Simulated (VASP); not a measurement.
Here is the system:

```xyz
1
Lattice="0.0000 3.2223 3.2223 3.2223 0.0000 3.2223 3.2223 3.2223 0.0000" Properties=species:S:1:pos:R:3 pbc="T T T"
Ba     0.0000     0.0000     0.0000
```

The numbers are results of r2SCAN meta-GGA, VASP's PBE PAW potentials (set 64) (plane waves; VASP 6.6.1), not measurements. Run with 400 eV cut-off, 11×11×11 Γ-centred mesh, tetrahedra with Blöchl corrections, potentials Ba_sv.

Unless said otherwise, spin-orbit coupling is left out, though it shifts the bands of the heavy elements here.

### Question
What does the run give for the energy per atom (σ→0), band gap (over mesh and band path) with the smallest direct gap where there is one?

### Answer

- band gap (over mesh and band path) = none (metal, semimetal or under 0.01 eV)
- energy per atom (σ→0) = -26.401 eV/atom

Total energies compare only between runs with the same potentials, cut-off and functional.

The structure was generated: Ba was put into the fcc type (Fm-3m), which need not be its known phase. It was relaxed first, which changed the volume by +6 %.
